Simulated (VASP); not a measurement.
Method: PBEsol GGA, VASP's PBE PAW potentials (set 64) (plane waves; VASP).

The input files of a VASP run:

POSCAR:
```
AlN
1
   -0.0000000000     2.1887657021     2.1887657021
    2.1887657021     0.0000000000     2.1887657021
    2.1887657021     2.1887657021    -0.0000000000
Al N
1 1
Direct
  0.0000000000   0.0000000000   0.0000000000
  0.2500000000   0.2500000000   0.2500000000
```

INCAR:
```
IBRION = 2   # conjugate gradients
ENCUT = 600   # plane-wave cut-off (eV)
LCHARG = F
NSW = 40   # most ionic steps
ISIF = 3   # ions, shape and volume
GGA = PS   # PBEsol
ISMEAR = 0   # Gaussian
NELM = 100   # most electronic steps
EDIFF = 1E-7
PREC = Accurate
ALGO = Normal
LWAVE = F
EDIFFG = -0.01   # ionic stop
LASPH = T   # aspherical one-centre terms
LREAL = F
PSTRESS = 10   # kbar
SYSTEM = AlN
SIGMA = 0.05   # width (eV)
```

**KPOINTS**
```
Automatic mesh
0
Gamma
10 10 10
0 0 0
```

POTCAR, in this order: Al N (PBE.64 set). Program: vasp_std.

Task: What will the output report for the number of irreducible k-points (NKPTS), number of bands (NBANDS), largest plane-wave count, number of space-group operations, FFT grid (NGX, NGY, NGZ)?

Result: 
```yaml
number of irreducible k-points (NKPTS): 47
number of bands (NBANDS): 8
largest_plane_wave_count: 725
number_of_space_group_operations: 24
FFT grid (NGX, NGY, NGZ): 28 × 28 × 28
```

The compound is AlN in the zinc blende structure, a metastable form; wurtzite is the usual one. This run relaxes it under an external pressure of 1 GPa. Symmetry was kept, so distortions that lower it aren't found.
